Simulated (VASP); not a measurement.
Input:

```
CELL_PARAMETERS angstrom
      4.33641     0.00000     0.00000
      0.00000     4.33641     0.00000
      0.00000     0.00000     3.01937
ATOMIC_POSITIONS crystal
  Zn 0.00000 0.00000 0.00000
  Zn 0.50000 0.50000 0.50000
  F  0.30327 0.30327 0.00000
  F  0.80327 0.19673 0.50000
  F  0.19673 0.80327 0.50000
  F  0.69673 0.69673 0.00000
```

Calculation: LDA (Ceperley-Alder, Perdew-Zunger), VASP's LDA PAW potentials (set 64) (plane waves; VASP 6.6.1). Run with 620 eV cut-off, 5×5×7 Γ-centred mesh, Gaussian smearing of 0.050 eV, potentials Zn F.

Energy and stress use the plane-wave basis of the starting cell.

Q: The ions, cell shape and volume at an external pressure of 45.0 GPa are relaxed. What does this cell relax into?

A: 
```
CELL_PARAMETERS angstrom
      4.23444     0.00000     0.00000
      0.00000     4.23444     0.00000
      0.00000     0.00000     3.00496
ATOMIC_POSITIONS crystal
  Zn 0.00000 0.00000 0.00000
  Zn 0.50000 0.50000 0.50000
  F  0.30454 0.30454 0.00000
  F  0.80454 0.19546 0.50000
  F  0.19546 0.80454 0.50000
  F  0.69546 0.69546 0.00000
```
Space group P4_2/mnm (136), at a tolerance of 0.03 Å.

Q: How do energy and volume change from the first to the last step?

A: The energy (σ→0) changes by +111.7 meV/atom and the volume by -5.1 %, in 11 ionic steps.

```tsv
step	E(σ→0) (eV)	max force (eV/Å)	pressure (GPa)	volume (Å³)
1	-26.2252	0.002	29.97	56.78
2	-24.0318	0.080	75.54	49.79
3	-25.5838	0.024	44.72	54.00
4	-25.5685	0.025	44.91	53.95
5	-25.5529	0.025	45.25	53.89
6	-25.5470	0.055	45.31	53.86
7	-25.5423	0.106	45.41	53.84
8	-25.5730	0.078	44.57	53.95
9	-25.5955	0.056	44.04	54.03
10	-25.5692	0.010	44.63	53.93
11	-25.5549	0.015	44.81	53.88
```

The compound is ZnF2 in the rutile structure. This run relaxes it under an external pressure of 45 GPa. Symmetry was kept, so distortions that lower it aren't found.
